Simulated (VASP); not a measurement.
```
CELL_PARAMETERS angstrom
      3.50613     0.00000     0.00000
      0.00000     3.50613     0.00000
      0.00000     0.00000     3.50613
ATOMIC_POSITIONS crystal
  Fe 0.00000 0.00000 0.00000
  Ni 0.00000 0.50000 0.50000
  Ni 0.50000 0.00000 0.50000
  Ni 0.50000 0.50000 0.00000
```
Starting moments (μB, in the order of the record's atoms Fe Ni Ni Ni): 3.0 0.7 0.7 0.7.

Level of theory: PBE GGA with D3 dispersion (Becke-Johnson damping), VASP's PBE PAW potentials (set 64) (plane waves; VASP). Numerical set-up: 520 eV cut-off, 8×8×8 Γ-centred mesh, first-order Methfessel-Paxton smearing of 0.10 eV, potentials Fe Ni.

Problem. Estimate the cell moment, energy per atom (σ→0), band gap (on the k-mesh) with the smallest direct gap where there is one.

Solution. 
- band gap (on the k-mesh): none (metal, semimetal or under 0.01 eV)
- cell moment: 4.71 μB
- energy per atom (σ→0): -6.685 eV/atom

Problem. Give the moment on each site (PAW-sphere projection).

Solution. 
| site | moment (μB) |
|---|---|
| Fe1 | 2.87 |
| Ni2 | 0.62 |
| Ni3 | 0.62 |
| Ni4 | 0.62 |

The compound is Ni3Fe in the L1_2 structure. It was relaxed first. The start is the result of an earlier pass.
